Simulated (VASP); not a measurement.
```
CELL_PARAMETERS angstrom
      0.00000     2.83044     2.83044
      2.83044     0.00000     2.83044
      2.83044     2.83044     0.00000
ATOMIC_POSITIONS crystal
  Na 0.00000 0.00000 0.00000
  Cl 0.50000 0.50000 0.50000
```

Level of theory: revTPSS meta-GGA, VASP's PBE PAW potentials (set 64) (plane waves; VASP 6.6.1). Numerical set-up: 520 eV cut-off, 9×9×9 Γ-centred mesh, tetrahedra with Blöchl corrections, potentials Na_pv Cl.

Q: Estimate the energy per atom (σ→0), band gap (over mesh and band path) with the smallest direct gap where there is one.

A: 
```json
{
 "band gap (over mesh and band path)": "5.37 eV",
 "smallest direct gap (over mesh and band path)": "5.37 eV",
 "energy per atom (σ→0)": "-4.692 eV/atom"
}
```

Total energies compare only between runs with the same potentials, cut-off and functional.

The compound is NaCl in the rock salt structure. It was relaxed first.
